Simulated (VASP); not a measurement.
Output of a VASP run:

**OSZICAR**
```
       N       E                     dE             d eps       ncg     rms          rms(c)
DAV:   1    -0.550349824049E+03   -0.55035E+03   -0.13235E-05   848   0.952E-03    0.269E-03
RMM:   2    -0.550349823828E+03    0.22071E-06   -0.17245E-06   413   0.338E-03    0.121E-03
RMM:   3    -0.550349823834E+03   -0.61500E-08   -0.67066E-07   457   0.179E-03    0.525E-04
RMM:   4    -0.550349823846E+03   -0.12151E-07   -0.14036E-07   392   0.863E-04
   1 F= -.55034982E+03 E0= -.55034982E+03  d E =-.743053E-12  mag=     2.0000
```

**OUTCAR**
```
------------------------ aborting loop because EDIFF is reached ----------------------------------------
  FORCE on cell =-STRESS in cart. coord.  units (eV):
  Direction    XX          YY          ZZ          XY          YZ          ZX
  --------------------------------------------------------------------------------------
  Total       10.1811169     10.1478637     10.1422891     -3.3841822      3.3668656     -3.3234154
  in kB       44.6905558     44.5445891     44.5201192    -14.8550483     14.7790361    -14.5883090
  external PRESSURE =      44.5850880 kB  Pullay stress =       0.0000000 kB
  volume of cell :      365.00
      direct lattice vectors                 reciprocal lattice vectors
     7.146555159  0.000000000  0.000000000     0.139927556  0.000000000  0.000000000
     0.000000000  7.146555159  0.000000000     0.000000000  0.139927556  0.000000000
     0.000000000  0.000000000  7.146555159     0.000000000  0.000000000  0.139927556
 POSITION                                       TOTAL-FORCE (eV/Angst)
 -----------------------------------------------------------------------------------
      3.58283      7.13734      7.13199         0.002617      0.001509     -0.005765
      4.45933      0.89647      0.89155         0.013732      0.005162     -0.003558
      5.36085      1.78887      7.14504        -0.005748     -0.000662      0.003432
      6.25307      2.68989      0.89164         0.001294     -0.004639     -0.009246
      5.36089      0.00363      1.78370        -0.004698      0.002217     -0.000668
      6.25352      0.89627      2.68492         0.005148      0.002671     -0.000747
      0.00197      0.00120      7.14294        -0.007996     -0.000654      0.002404
      0.89499      0.89454      0.89010        -0.002109      0.018129     -0.002384
      1.78543      1.79051      7.13555         0.000870     -0.008229      0.003679
      2.70022      2.66896      0.90285        -0.003643      0.011621      0.008262
      3.58092      3.56909      0.00358        -0.005846     -0.008861      0.007942
      4.48064      4.44936      0.90280         0.010177     -0.005088      0.011918
      5.35941      5.36420      7.13546        -0.005758      0.000731      0.003774
      6.25439      6.25454      0.88992         0.012725      0.003144      0.003028
      1.78507      7.14030      1.78524         0.005214      0.012010      0.007083
      2.70017      0.90825      2.66388         0.001190      0.009513      0.001670
      3.51817      1.71010      1.70480         0.026174     -0.005190      0.001389
      5.43955      3.63043      1.70499        -0.007625      0.002542      0.006586
      6.24142      4.44933      2.66391        -0.002185     -0.003735      0.001091
      3.58135      0.00938      3.56375        -0.013959     -0.002189      0.002578
      4.48160      0.90848      4.44404        -0.007213      0.004958      0.008850
      5.44083      1.70989      3.62582        -0.019617      0.000373     -0.013154
      6.24194      2.66862      4.44444        -0.000427      0.008321     -0.002967
      5.36010      7.14058      5.35975        -0.023888      0.002819     -0.012162
      6.25478      0.89468      6.25016         0.005670      0.007409      0.000353
      0.01225      3.56684      7.13208        -0.003776     -0.006739     -0.004414
      0.90269      4.46434      0.89584         0.014168      0.010829     -0.007088
      1.79130      5.35827      0.00195         0.001596     -0.003384     -0.006677
      2.68494      6.24651      0.89557         0.005103     -0.004680      0.002726
      7.14606      1.78893      1.78390         0.007440     -0.008284     -0.006524
      0.89594      2.68017      2.67502        -0.003080      0.002227      0.002789
      1.80432      3.56437      1.79916         0.013195     -0.016911      0.003744
      2.68295      4.46695      2.71828         0.011155     -0.006628      0.019946
      3.58586      5.34504      1.79899        -0.003317      0.000578      0.006691
      4.46946      6.25394      2.67485         0.012644      0.000115      0.000187
      0.01299      7.13724      3.56233        -0.011407      0.002180     -0.020296
      0.90379      0.90097      4.45995        -0.000333      0.011148     -0.013426
      1.80486      1.80508      3.55901         0.004116     -0.011845     -0.009299
      2.68350      2.72473      4.46055         0.002708      0.007698      0.014553
      4.42511      4.46650      4.46050         0.009488     -0.000819      0.007957
      5.34543      5.34530      3.55861        -0.018083     -0.011269     -0.002283
      6.24894      6.24638      4.45953         0.005499     -0.000078     -0.000762
      1.79153      0.00740      5.35334         0.008632     -0.009843     -0.005606
      2.68550      0.90124      6.24072         0.002175      0.006658      0.005811
      3.58623      1.80526      5.33926        -0.007673     -0.014845     -0.001884
      4.46933      2.68012      6.24866         0.019417      0.005907     -0.007244
      5.34498      3.56386      5.33904        -0.004419     -0.002431      0.012222
      6.24854      4.46441      6.24083         0.003268     -0.000210     -0.001211
      0.00890      5.36426      1.78535        -0.011184      0.001003      0.001593
      0.89620      6.25327      2.67595         0.001829      0.002959     -0.003495
      7.14120      3.56896      3.56409        -0.013307     -0.001580     -0.006862
      0.88609      4.46764      4.46255        -0.010521      0.004149     -0.000932
      1.77808      5.37239      3.57098        -0.004179     -0.010802      0.003133
      2.68223      6.26456      4.46248         0.011942      0.003022     -0.004107
      0.00947      1.78986      5.36012        -0.014550      0.014855     -0.018141
      0.89625      2.68071      6.24841         0.003854      0.000782      0.007975
...
```
(Selected blocks of OUTCAR.)

File POSCAR:
```
C62N
1
    7.1465551589     0.0000000000     0.0000000000
    0.0000000000     7.1465551589     0.0000000000
    0.0000000000     0.0000000000     7.1465551589
C N
62 1
Direct
  0.5013368100   0.9987102183   0.9979623742
  0.6239834508   0.1254409794   0.1247520974
  0.7501305662   0.2503115495   0.9997880015
  0.8749774848   0.3763899463   0.1247647815
  0.7501362866   0.0005075340   0.2495894682
  0.8750396870   0.1254133781   0.3756947580
  0.0002752837   0.0001682349   0.9994944083
  0.1252336716   0.1251702347   0.1245491063
  0.2498313275   0.2505420367   0.9984596722
  0.3778354743   0.3734615180   0.1263337621
  0.5010698109   0.4994134596   0.0005012411
  0.6269652153   0.6225881554   0.1263264955
  0.7499286680   0.7505994577   0.9984474709
  0.8751619120   0.8751826341   0.1245240010
  0.2497808288   0.9991242744   0.2498037165
  0.3778278444   0.1270897755   0.3727503690
  0.4922888963   0.2392899670   0.2385479280
  0.7611425492   0.5079969067   0.2385744397
  0.8733461411   0.6225832670   0.3727542777
  0.5011299468   0.0013122886   0.4986667642
  0.6270994420   0.1271217757   0.6218433025
  0.7613226617   0.2392602837   0.5073521057
  0.8734188535   0.3734130874   0.6219001846
  0.7500263814   0.9991641836   0.7499765484
  0.8752160489   0.1251906057   0.8745691681
  0.0017135622   0.4990992689   0.9979751340
  0.1263108010   0.6246841685   0.1253531491
  0.2506526054   0.7497689991   0.0002725889
  0.3756967992   0.8740588706   0.1253149658
  0.9999303835   0.2503203482   0.2496171452
  0.1253668259   0.3750300781   0.3743086728
  0.2524744071   0.4987533149   0.2517513770
  0.3754193140   0.6250491765   0.3803623905
  0.5017612919   0.7479179186   0.2517288961
  0.6254006764   0.8750985957   0.3742858424
  0.0018177641   0.9986968063   0.4984675679
  0.1264651594   0.1260710017   0.6240699512
  0.2525495188   0.2525808290   0.4980029589
  0.3754959895   0.3812654109   0.6241535464
  0.6191950821   0.6249859390   0.6241470147
  0.7479724449   0.7479543713   0.4979478286
  0.8743988568   0.8740404736   0.6240111663
  0.2506844036   0.0010361173   0.7490793425
  0.3757751156   0.1261083850   0.8732480603
  0.5018128506   0.2526054055   0.7471100086
  0.6253825398   0.3750220960   0.8743590634
  0.7479104461   0.4986827271   0.7470788075
  0.8743428895   0.6246942164   0.8732647054
  0.0012457150   0.7506079527   0.2498194692
  0.1254031746   0.8750049171   0.3744391060
  0.9992504867   0.4993964289   0.4987142085
  0.1239877521   0.6251462011   0.6244333972
  0.2488026174   0.7517450209   0.4996790119
  0.3753175741   0.8765850449   0.6244242905
  0.0013254475   0.2504503033   0.7500284295
  0.1254105051   0.3751053723   0.8743249062
  0.2487675933   0.5004323238   0.7509775887
  0.3753191873   0.6251248388   0.8757726002
  0.5000573105   0.7516697830   0.7509294558
  0.6253381772   0.8750077090   0.8743133507
  0.9994743721   0.7497963052   0.7490396765
  0.1252282558   0.8752331275   0.8744830336
  0.4875458610   0.5129544015   0.5120408494
```

Task: Write an INCAR and KPOINTS that could have produced this output.

Result: One answer among several that fit: the input of the run itself, PBE GGA, plane waves, VASP's PBE PAW potentials (set 64).

INCAR:
```
SYSTEM = C62N
PREC = Normal
ENCUT = 400
EDIFF = 1E-6
NELM = 100
ALGO = Fast
LREAL = Auto
LASPH = .TRUE.
ISMEAR = 0
SIGMA = 0.05
GGA = PE
LWAVE = .TRUE.
LCHARG = .FALSE.
NELMIN = 4
ISYM = 0
NELECT = 254.0
ISPIN = 2
NUPDOWN = 2
MAGMOM = 63*0.0317
LORBIT = 11
LHYPERFINE = .TRUE.
```

KPOINTS:
```
Automatic
0
G
1 1 1
0 0 0
```

POTCAR, in this order: C N (PBE.64 set). Program: vasp_gam. Read from the step before: WAVECAR.

At this cut-off the stress carries a Pulay error, which pulls relaxed volumes low. The cell is charged, with a uniform compensating background.  The supercell is sampled at Γ alone, which is coarse: total energies, pressure and levels can be off, energies of defects by several tenths of an eV.

The cell is a supercell with a defect, built from C (diamond): N_C-vac_C, charge -1.
